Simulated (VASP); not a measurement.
An input for Quantum ESPRESSO's pw.x (written as the equivalent of a VASP run, and not itself run):

```
&CONTROL
  calculation = 'scf'
  pseudo_dir = './pseudo'
  outdir = './out'
  tprnfor = .true.
  tstress = .true.
/
&SYSTEM
  ibrav = 0
  nat = 2
  ntyp = 2
  ecutwfc = 84
  occupations = 'smearing'
  smearing = 'gaussian'
  degauss = 0.003675
  input_dft = 'vdw-df-cx'
/
&ELECTRONS
  conv_thr = 7.3e-09
  electron_maxstep = 100
/
ATOMIC_SPECIES
  Zn 65.380 Zn.upf
  S 32.060 S.upf
CELL_PARAMETERS angstrom
     0.0000000    2.6358851    2.6358851
     2.6358851    0.0000000    2.6358851
     2.6358851    2.6358851    0.0000000
ATOMIC_POSITIONS crystal
  Zn   0.0000000  0.0000000  0.0000000
  S    0.2500000  0.2500000  0.2500000
K_POINTS automatic
  9 9 9 0 0 0
```

Task: Translate this input to VASP (INCAR, KPOINTS, POSCAR, choice of POTCAR).

Result: This is not unique; one that fits is 
### INCAR
```
AGGAC = 0.0
ALGO = Normal
EDIFF = 1E-7
ENCUT = 520
GGA = CX
ISIF = 2
ISMEAR = 0
LASPH = .True.
LCHARG = .False.
LMAXMIX = 4
LREAL = .False.
LUSE_VDW = .True.
LWAVE = .False.
NELM = 100
PREC = Accurate
SIGMA = 0.05
SYSTEM = ZnS
```

### KPOINTS
```
kpoints
0
gamma
  9 9 9
```

File POSCAR:
```
ZnS
1
    0.0000000000     2.6358850802     2.6358850802
    2.6358850802     0.0000000000     2.6358850802
    2.6358850802     2.6358850802     0.0000000000
Zn S
1 1
Direct
  0.0000000000   0.0000000000   0.0000000000
  0.2500000000   0.2500000000   0.2500000000
```

POTCAR, in this order: Zn S (PBE.64 set). Program: vasp_std.

What does not carry over: the potentials are each code's own (VASP's PAW set, PseudoDojo norm-conserving files in pw.x), so ENCUT and ecutwfc are chosen apart and not converted; conv_thr bounds pw.x's estimated SCF error, while EDIFF bounds the energy change between steps.

The compound is ZnS in the zinc blende structure. This cell is one point of a volume scan, at 0.94 of the reference volume.
